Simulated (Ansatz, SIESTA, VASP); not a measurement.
## BaHfO3 (Pm-3m, 5 atoms in the cell) computed with different codes at matched settings

Self-consistent single point.

```yaml
crystal:
  lattice:
    - [4.17000, 0.00000, 0.00000]
    - [0.00000, 4.17000, 0.00000]
    - [0.00000, 0.00000, 4.17000]
  atoms:
    - { symbol: Ba, position: [0.00000, 0.00000, 0.00000] }
    - { symbol: Hf, position: [0.50000, 0.50000, 0.50000] }
    - { symbol: O, position: [0.50000, 0.00000, 0.50000] }
    - { symbol: O, position: [0.00000, 0.50000, 0.50000] }
    - { symbol: O, position: [0.50000, 0.50000, 0.00000] }
```

Shared settings, as Ansatz (a program for electronic structure) writes them: kpoints.mp_grid.grid = 8 8 8; magnetization.spin_orbit = true; scf.occupations.method = fermi_dirac; scf.occupations.width = 0.01 eV. Potentials and cutoffs stand in the table.

```
code                                                                                                                                                         model  pressure (GPa)  gap on the mesh (eV)       cutoff
------  ----------------------------------------------------------------------------------------------------------------------------------------------------------  --------------  --------------------  -----------
VASP                                                                                                  PBE, spin-orbit coupling, VASP's PBE PAW potentials (set 64)           -0.31                 3.487       400 eV
Ansatz                                                                                                             PBE with spin-orbit coupling, default PAW files            3.56                 3.588       420 eV
SIESTA  GGA PBE with spin-orbit coupling, numerical atomic orbitals DZP, PseudoDojo PBE fully relativistic norm-conserving potentials (rewritten from UPF to PSML)               –                 3.506  grid 350 Ry
```

A dash marks a value that a program does not give, or that is left out as unsure.

Gaps are read on the mesh.

The spread over the programs that give each value: pressure within 3.87 GPa; gap on the mesh within 0.101 eV.

SIESTA uses small atom-centred bases, whose incompleteness enters pressures, forces and empty levels differently from a plane-wave cutoff. Ansatz's pressure is given at a fixed set of plane waves, as the other plane-wave codes print theirs; with its correction for the finite basis it is 4.10 GPa (the shift of 0.53 GPa shows how far the cutoff is from converged).

VASP's run is marked for a possible Pulay error in its stress at this cutoff; no cutoff test was made.

The starting cell has typed, rounded lattice constants, without a prior relaxation at this level.

Keys are those of Ansatz 0.2.
